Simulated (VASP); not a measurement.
Level of theory: PBE GGA, VASP's PBE PAW potentials (set 64) (plane waves; VASP).

A VASP calculation is set up with these files.

POSCAR:
```
KMgF3
1
    4.0443690774    -0.0000000000     0.0000000000
   -0.0000000000     4.0443690774     0.0000000000
   -0.0000000000     0.0000000000     4.0443690774
K Mg F
1 1 3
Direct
  0.0000000000   0.0000000000   0.0000000000
  0.5000000000   0.5000000000   0.5000000000
  0.5000000000   0.0000000000   0.5000000000
  0.0000000000   0.5000000000   0.5000000000
  0.5000000000   0.5000000000   0.0000000000
```

**INCAR**
```
SYSTEM = KMgF3
PREC = Accurate
ENCUT = 520
EDIFF = 1E-7
NELM = 100
ALGO = Normal
LREAL = .FALSE.
LASPH = .TRUE.
ISMEAR = -5
GGA = PE
LWAVE = .FALSE.
LCHARG = .TRUE.
LORBIT = 11
NEDOS = 601
ISIF = 2
LEFG = .TRUE.
```

KPOINTS:
```
Automatic mesh
0
Gamma
6 6 6
0 0 0
```

POTCAR, in this order: K_sv Mg F (PBE.64 set). Program: vasp_std.

The resulting files:

OSZICAR:
```
       N       E                     dE             d eps       ncg     rms          rms(c)
DAV:   1     0.246013586654E+03    0.24601E+03   -0.17657E+04   800   0.155E+03
DAV:   2    -0.154778121609E+02   -0.26149E+03   -0.25510E+03  1104   0.383E+02
DAV:   3    -0.262705453141E+02   -0.10793E+02   -0.10766E+02   952   0.774E+01
DAV:   4    -0.266683391457E+02   -0.39779E+00   -0.39726E+00  1416   0.118E+01
DAV:   5    -0.266694943226E+02   -0.11552E-02   -0.11551E-02   920   0.672E-01    0.896E+00
DAV:   6    -0.244598127585E+02    0.22097E+01   -0.96456E+00   888   0.225E+01    0.367E+00
DAV:   7    -0.244493664729E+02    0.10446E-01   -0.23218E-01  1044   0.332E+00    0.232E+00
DAV:   8    -0.244489660343E+02    0.40044E-03   -0.72192E-02   936   0.293E+00    0.273E-01
DAV:   9    -0.244489803518E+02   -0.14317E-04   -0.13002E-02  1012   0.829E-01    0.121E-01
DAV:  10    -0.244493096216E+02   -0.32927E-03   -0.11536E-03  1076   0.275E-01    0.641E-02
DAV:  11    -0.244493440340E+02   -0.34412E-04   -0.18895E-04   944   0.106E-01    0.279E-02
DAV:  12    -0.244493236221E+02    0.20412E-04   -0.10680E-04   944   0.709E-02    0.192E-03
DAV:  13    -0.244493239673E+02   -0.34518E-06   -0.19040E-06  1012   0.112E-02    0.892E-04
DAV:  14    -0.244493238504E+02    0.11688E-06   -0.19792E-07   740   0.341E-03    0.448E-04
DAV:  15    -0.244493238718E+02   -0.21378E-07   -0.13412E-08   620   0.107E-03
   1 F= -.24449324E+02 E0= -.24449324E+02  d E =0.000000E+00
```

**OUTCAR**
```
------------------------ aborting loop because EDIFF is reached ----------------------------------------
  FORCE on cell =-STRESS in cart. coord.  units (eV):
  Direction    XX          YY          ZZ          XY          YZ          ZX
  --------------------------------------------------------------------------------------
  Total        0.0307061      0.0307061      0.0307061      0.0000000     -0.0000000      0.0000000
  in kB        0.7436755      0.7436755      0.7436755      0.0000000     -0.0000000      0.0000000
  external PRESSURE =       0.7436755 kB  Pullay stress =       0.0000000 kB
  volume of cell :       66.15
      direct lattice vectors                 reciprocal lattice vectors
     4.044369077  0.000000000  0.000000000     0.247257355  0.000000000  0.000000000
     0.000000000  4.044369077  0.000000000     0.000000000  0.247257355  0.000000000
     0.000000000  0.000000000  4.044369077     0.000000000  0.000000000  0.247257355
 POSITION                                       TOTAL-FORCE (eV/Angst)
 -----------------------------------------------------------------------------------
      0.00000      0.00000      0.00000         0.000000      0.000000      0.000000
      2.02218      2.02218      2.02218         0.000000      0.000000      0.000000
      2.02218      0.00000      2.02218         0.000000      0.000000      0.000000
      0.00000      2.02218      2.02218         0.000000      0.000000      0.000000
      2.02218      2.02218      0.00000         0.000000      0.000000      0.000000
 -----------------------------------------------------------------------------------
    total drift:                                0.000000      0.000000     -0.000000
  FREE ENERGIE OF THE ION-ELECTRON SYSTEM (eV)
  ---------------------------------------------------
  free  energy   TOTEN  =       -24.4493238718 eV

  energy  without entropy=      -24.4493238718  energy(sigma->0) =      -24.44932387

 total charge

# of ion       s       p       d       tot
------------------------------------------
    1        1.955   5.591   0.025   7.571
    2        0.119   0.147   0.071   0.337
    3        1.730   4.400   0.000   6.130
    4        1.730   4.400   0.000   6.130
    5        1.730   4.400   0.000   6.130
--------------------------------------------------
tot          7.264  18.939   0.096  26.298

 Electric field gradients after diagonalization (V/A^2)
 (convention: |V_zz| > |V_xx| > |V_yy|)
----------------------------------------------------------------------
 ion       V_xx      V_yy      V_zz     asymmetry (V_yy - V_xx)/ V_zz
----------------------------------------------------------------------
   1       0.000     0.000     0.000      -0.081
   2      -0.000     0.000    -0.000      -0.310
   3     -24.596   -24.596    49.192       0.000
   4     -24.596   -24.596    49.192       0.000
   5     -24.596   -24.596    49.192       0.000
```
(Selected blocks of OUTCAR.)

The compound is KMgF3 in the cubic perovskite structure. It was relaxed first.
